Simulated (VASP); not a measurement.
Consider the following.

```yaml
crystal:
  lattice:
    - [0.00000, 2.19000, 2.19000]
    - [2.19000, 0.00000, 2.19000]
    - [2.19000, 2.19000, 0.00000]
  atoms:
    - { symbol: Al, position: [0.00000, 0.00000, 0.00000] }
    - { symbol: N, position: [0.25000, 0.25000, 0.25000] }
```

Level of theory: PBE GGA, VASP's PBE PAW potentials (set 64) (plane waves; VASP). Run with 520 eV cut-off, 10×10×10 Γ-centred mesh, Gaussian smearing of 0.050 eV, potentials Al N.

Gaps are read on the run's mesh, which can miss a band edge.

Question: What does the run give for the energy per atom (σ→0), pressure, band gap (on the k-mesh) with the smallest direct gap where there is one?

Answer: 
```json
{
  "band gap (on the k-mesh)": "3.31 eV",
  "smallest direct gap (on the k-mesh)": "4.12 eV",
  "energy per atom (σ→0)": "-7.422 eV/atom",
  "pressure": "28.8 kbar"
}
```

The compound is AlN in the zinc blende structure, a metastable form; wurtzite is the usual one. The cell was not relaxed at this level. The run is one of a series of settings (KPOINTS 10×10×10 Γ-centred mesh against the base run), some of them coarse on purpose.
